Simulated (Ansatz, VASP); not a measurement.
# Hf (Hafnium): VASP beside Ansatz

Aim: how closely do two programs agree when they are given the same cell, functional and k mesh? The cell is taken from a series of runs on this material, whose earlier steps may have relaxed, scaled, displaced or heated it; both programs get it as it stands.

Method: plane waves, with VASP 6.6.1 beside it; zone-centre phonons at PBEsol, in Ansatz 0.2.0.

## (1) Set-up

Symmetry: P6_3/mmc, No. 194, hexagonal system. The conventional cell has a = 3.224 Å, b = 3.224 Å, c = 4.927 Å, α = 90.00°, β = 90.00°, γ = 120.00°. Nearest to Hf lie 12 Hf at 3.09 to 3.22 Å.

## (2) VASP: zone-centre phonons, PBEsol

Second derivatives magnify differences that forces hide, and they need a tight electronic threshold.

Lines of VASP's logs that name or quote its potential files are left out, and so is its time.

Contents of INCAR:

```
SYSTEM = Hf
PREC = Accurate
ENCUT = 500
EDIFF = 1E-08
NELM = 120
ISMEAR = 1
SIGMA = 0.2
LREAL = .FALSE.
ALGO = Normal
GGA = PS
NBANDS = 16
LASPH = .TRUE.
LORBIT = 11
LWAVE = .FALSE.
LCHARG = .FALSE.
ISIF = 2
IBRION = 8
GGA_COMPAT = .FALSE.
KPAR = 2
```

Contents of POSCAR:

```
Hf
1.0
    3.2236305250      0.0000000000      0.0000000000
   -1.6118152625      2.7917459271      0.0000000000
    0.0000000000      0.0000000000      4.9267063221
Hf
2
Direct
    0.3333333334      0.6666666668      0.2500000000
    0.6666666668      0.3333333334      0.7500000000
```

Contents of KPOINTS:

```
Automatic mesh
0
Gamma
15 15 8
0 0 0
```

Potentials, in the order of the species: Hf_pv (PBE family, release 64).

Started as:

```bash
$ mpirun -np 2 vasp_std
```

Numbers of over 12 decimals in the logs are rounded to 6 here.

The program printed:

```text
[banner, memory and clock lines left out]
running    2 mpi-ranks, on    1 nodes
 distrk:  each k-point on    1 cores,    2 groups
 distr:  one band on    1 cores,    1 groups

 POSCAR found type information on POSCAR Hf
 POSCAR found :  1 types and       2 ions
|                                                                             |
|               ----> ADVICE to this user running VASP <----                  |
|                                                                             |
|     You enforced a specific xc type in the INCAR file but a different       |
|     [... a line on the potential file left out ...]
|     I HOPE YOU KNOW WHAT YOU ARE DOING!                                     |
|                                                                             |

 LDA part: xc-table for (Slater+PW92), standard interpolation
 POSCAR, INCAR and KPOINTS ok, starting setup
 FFT: planning ... GRIDC
 FFT: planning ... GRID_SOFT
 FFT: planning ... GRID
 WAVECAR not read
 entering main loop
       N       E                     dE             d eps       ncg     rms          rms(c)
DAV:   1     0.461130580548E+02    0.46113E+02   -0.11320E+04  4344   0.116E+03
DAV:   2    -0.201626004399E+02   -0.66276E+02   -0.64721E+02  5648   0.249E+02
DAV:   3    -0.217603475088E+02   -0.15977E+01   -0.15910E+01  5776   0.265E+01
DAV:   4    -0.217724781677E+02   -0.12131E-01   -0.12129E-01  5232   0.285E+00
DAV:   5    -0.217726344420E+02   -0.15627E-03   -0.15626E-03  5816   0.266E-01    0.657E+01
DAV:   6    -0.211940068993E+02    0.57863E+00   -0.53557E-01  5088   0.481E+00    0.389E+01
DAV:   7    -0.209923829871E+02    0.20162E+00   -0.88195E-01  5328   0.593E+00    0.190E+00
DAV:   8    -0.209812773291E+02    0.11106E-01   -0.57222E-02  4888   0.163E+00    0.300E-01
DAV:   9    -0.209813792934E+02   -0.10196E-03   -0.11956E-03  5960   0.254E-01    0.194E-01
DAV:  10    -0.209813682804E+02    0.11013E-04   -0.49964E-05  5080   0.498E-02    0.187E-01
DAV:  11    -0.209813696158E+02   -0.13353E-05   -0.46694E-06  5896   0.154E-02    0.936E-03
DAV:  12    -0.209813697089E+02   -0.93179E-07   -0.40275E-07  5136   0.421E-03    0.461E-03
DAV:  13    -0.209813696573E+02    0.51610E-07   -0.27464E-08  5080   0.123E-03    0.129E-03
DAV:  14    -0.209813696429E+02    0.14415E-07   -0.12539E-09  3136   0.310E-04    0.232E-04
DAV:  15    -0.209813696387E+02    0.42569E-08   -0.19932E-10  2976   0.116E-04
   1 F= -.20981370E+02 E0= -.20983312E+02  d E =0.582731E-02
 Linear response reoptimize wavefunctions to high precision
DAV:   1    -0.209813696381E+02    0.51068E-09   -0.39596E-11  2976   0.517E-05
DAV:   2    -0.209813696381E+02    0.63665E-11   -0.83649E-12  2896   0.237E-05
 Linear response DOF=           2
 Linear response progress:
  Degree of freedom:   1/  2
       N       E                     dE             d eps       ncg     rms          rms(c)
RMM:   1    -0.203326616979E+00   -0.20333E+00    0.45666E+00 18582   0.120E+01
RMM:   2    -0.209263333944E+00   -0.59367E-02   -0.38633E-02 27761   0.123E+00    0.574E-01
RMM:   3    -0.208420907102E+00    0.84243E-03   -0.45600E-03 34472   0.270E-01    0.123E-01
RMM:   4    -0.208049955967E+00    0.37095E-03   -0.52477E-04 41245   0.935E-02    0.187E-01
RMM:   5    -0.207617680461E+00    0.43228E-03   -0.47425E-05 37786   0.419E-02    0.164E-02
RMM:   6    -0.207525538740E+00    0.92142E-04   -0.14440E-05 42756   0.154E-02    0.318E-02
RMM:   7    -0.207529313419E+00   -0.37747E-05   -0.19778E-05 38480   0.686E-03    0.411E-02
RMM:   8    -0.207520144204E+00    0.91692E-05    0.61209E-06 39304   0.313E-03    0.600E-03
RMM:   9    -0.207519968686E+00    0.17552E-06   -0.57006E-06 42633   0.807E-04    0.235E-03
RMM:  10    -0.207520239858E+00   -0.27117E-06   -0.24830E-06 40682   0.265E-04    0.259E-04
RMM:  11    -0.207520550354E+00   -0.31050E-06   -0.12448E-06 41794   0.138E-04    0.535E-04
RMM:  12    -0.207520529546E+00    0.20808E-07   -0.66939E-07 41532   0.711E-05    0.292E-05
RMM:  13    -0.207520583083E+00   -0.53538E-07   -0.34553E-07 40270   0.441E-05    0.831E-05
RMM:  14    -0.207520601248E+00   -0.18165E-07   -0.19963E-07 39845   0.301E-05    0.827E-06
RMM:  15    -0.207520609416E+00   -0.81675E-08   -0.10919E-07 36878   0.236E-05    0.206E-05
RMM:  16    -0.207520614991E+00   -0.55753E-08   -0.75586E-08 31602   0.201E-05    0.972E-06
 first order change of Fermi-energy  -0.14635E-05
 force on displaced ion       1 direction 1 :  -2.317  -0.000   0.000
 Linear response progress:
  Degree of freedom:   2/  2
       N       E                     dE             d eps       ncg     rms          rms(c)
RMM:   1    -0.240293986001E+00   -0.24029E+00    0.48763E+00  6429   0.124E+01
RMM:   2    -0.250917975377E+00   -0.10624E-01   -0.44237E-02  9607   0.126E+00    0.719E-01
RMM:   3    -0.250107757526E+00    0.81022E-03   -0.36317E-03 11327   0.285E-01    0.219E-01
RMM:   4    -0.249877399397E+00    0.23036E-03   -0.31814E-04 13295   0.100E-01    0.200E-01
RMM:   5    -0.249549209293E+00    0.32819E-03    0.70369E-05 12927   0.486E-02    0.414E-02
RMM:   6    -0.249481081775E+00    0.68128E-04   -0.14071E-05 11608   0.192E-02    0.371E-02
RMM:   7    -0.249498937384E+00   -0.17856E-04    0.28140E-05 12912   0.701E-03    0.994E-03
RMM:   8    -0.249502480288E+00   -0.35429E-05   -0.17761E-06 13554   0.282E-03    0.239E-03
RMM:   9    -0.249489416610E+00    0.13064E-04    0.14247E-05 13123   0.142E-03    0.104E-03
RMM:  10    -0.249489536526E+00   -0.11992E-06    0.46556E-06 13427   0.489E-04    0.399E-04
RMM:  11    -0.249489322228E+00    0.21430E-06    0.71281E-06 13152   0.215E-04    0.650E-05
RMM:  12    -0.249490050570E+00   -0.72834E-06   -0.23601E-07 13998   0.892E-05    0.553E-05
RMM:  13    -0.249489941625E+00    0.10895E-06    0.87914E-07 13544   0.509E-05    0.223E-05
RMM:  14    -0.249490045362E+00   -0.10374E-06    0.96829E-09 13717   0.349E-05    0.360E-06
RMM:  15    -0.249490042256E+00    0.31059E-08    0.54727E-08 13326   0.280E-05    0.152E-06
 first order change of Fermi-energy  -0.13482E-03
 force on displaced ion       1 direction 3 :  -0.000   0.000  -4.464
 Linear response finished
```

From OUTCAR (step 2):

```text
ion  position               nearest neighbor table
   1  0.333  0.667  0.250-   2 3.09   2 3.09   2 3.09   2 3.09   2 3.09   2 3.09
   2  0.667  0.333  0.750-   1 3.09   1 3.09   1 3.09   1 3.09   1 3.09   1 3.09

  LATTYP: Found a hexagonal cell.
 ALAT       =     3.2236305250
 C/A-ratio  =     1.5283098618

 Subroutine GETGRP returns: Found 24 space group operations
 (whereof 12 operations were pure point group operations)

The static configuration has the point symmetry D_3d.
 The point group associated with its full space group is D_6h.

 Found    135 irreducible k-points:

   k-points           NKPTS =    135   k-points in BZ     NKDIM =    135   number of bands    NBANDS=     16

   dimension x,y,z NGX =    24 NGY =   24 NGZ =   36
   dimension x,y,z NGXF=    48 NGYF=   48 NGZF=   72

   ENCUT  =  500.0 eV  36.75 Ry    6.06 a.u.   5.88  5.88  8.98*2*pi/ulx,y,z

   NELECT =      20.0000    total number of electrons

 k-points in reciprocal lattice and weights: Automatic mesh
   0.00000000  0.00000000  0.00000000       0.001
   0.06666667  0.00000000  0.00000000       0.003
   0.13333333  0.00000000  0.00000000       0.003
   0.20000000  0.00000000  0.00000000       0.003
   0.26666667  0.00000000  0.00000000       0.003
   0.33333333  0.00000000  0.00000000       0.003
   0.40000000 -0.00000000  0.00000000       0.003
   0.46666667  0.00000000  0.00000000       0.003
   0.06666667  0.06666667  0.00000000       0.003
[...]
0.33333333  0.26666667  0.50000000       0.007
   0.33333333  0.33333333  0.50000000       0.001

 average (electrostatic) potential at core
       1 -37.0992       2 -37.0992

  Total       -1.2081749     -1.2081749     -0.1248007     -0.0000000      0.0000000      0.0000000
  in kB      -43.6578705    -43.6578705     -4.5097224     -0.0000000      0.0000000      0.0000000
  external PRESSURE =     -30.6084878 kB  Pullay stress =       0.0000000 kB

  energy-cutoff  :      500.00
  volume of cell :       44.34
      direct lattice vectors                 reciprocal lattice vectors
     3.223630525  0.000000000  0.000000000     0.310209248  0.179099393  0.000000000
    -1.611815262  2.791745927  0.000000000     0.000000000  0.358198785  0.000000000
     0.000000000  0.000000000  4.926706322     0.000000000  0.000000000  0.202975362

 POSITION                                       TOTAL-FORCE (eV/Angst)
 -----------------------------------------------------------------------------------
      0.00000      1.86116      1.23168         0.000000      0.000000      0.000000
      1.61182      0.93058      3.69503        -0.000000     -0.000000      0.000000
 -----------------------------------------------------------------------------------
    total drift:                               -0.000000     -0.000000      0.000000

 Eigenvectors and eigenvalues of the dynamical matrix
 ----------------------------------------------------

   1 f  =    3.496346 THz    21.968192 2PiTHz  116.625562 cm-1    14.459720 meV
             X         Y         Z           dx          dy          dz
      0.000000  1.861164  1.231677     0.000000    0.000000   -0.707107
      1.611815  0.930582  3.695030     0.000000    0.000000    0.707107

   2 f  =    2.519129 THz    15.828157 2PiTHz   84.029112 cm-1    10.418277 meV
             X         Y         Z           dx          dy          dz
      0.000000  1.861164  1.231677    -0.000001    0.707107    0.000000
      1.611815  0.930582  3.695030     0.000001   -0.707107    0.000000

   3 f  =    2.519129 THz    15.828157 2PiTHz   84.029112 cm-1    10.418277 meV
             X         Y         Z           dx          dy          dz
      0.000000  1.861164  1.231677    -0.707107   -0.000001    0.000000
      1.611815  0.930582  3.695030     0.707107    0.000001    0.000000

   4 f  =    0.000000 THz     0.000000 2PiTHz    0.000001 cm-1     0.000000 meV
             X         Y         Z           dx          dy          dz
      0.000000  1.861164  1.231677     0.097390    0.700368    0.000000
      1.611815  0.930582  3.695030     0.097390    0.700368    0.000000

   5 f  =    0.000000 THz     0.000000 2PiTHz    0.000000 cm-1     0.000000 meV
             X         Y         Z           dx          dy          dz
      0.000000  1.861164  1.231677     0.000000    0.000000    0.707107
      1.611815  0.930582  3.695030     0.000000    0.000000    0.707107

   6 f/i=    0.000000 THz     0.000000 2PiTHz    0.000001 cm-1     0.000000 meV
             X         Y         Z           dx          dy          dz
      0.000000  1.861164  1.231677     0.700368   -0.097390    0.000000
      1.611815  0.930582  3.695030     0.700368   -0.097390    0.000000

 ELASTIC MODULI CONTR FROM IONIC RELAXATION (kBar)
 Direction    XX          YY          ZZ          XY          YZ          ZX
 --------------------------------------------------------------------------------
 XX        -146.8388    146.8388      0.0000     -0.0000     -0.0000      0.0000
 YY         146.8388   -146.8388     -0.0000      0.0000      0.0000     -0.0000
 ZZ           0.0000     -0.0000     -0.0000      0.0000     -0.0000      0.0000
 XY          -0.0000      0.0000      0.0000   -146.8388      0.0000      0.0000
 YZ          -0.0000      0.0000     -0.0000      0.0000     -0.0000      0.0000
 ZX           0.0000     -0.0000      0.0000      0.0000      0.0000     -0.0000
 --------------------------------------------------------------------------------
```

Harder data sets than Hf_pv exist (the GW ones), and pressures, volumes and forces can shift noticeably with them.

[end of part 1 of 2]

[Lines on the potential files, build, host, timing and source positions are cut from VASP's logs without a mark.]

[Logs are printed without paths, hosts, clocks, repeated set-up lines and the standing remarks that a program may print on its own settings, such as how far it seeks lower states.]

[Hosts, paths, dates, database ids (printed as entryN), source tags and the programs' standing remarks are cut or masked in the printed files.]
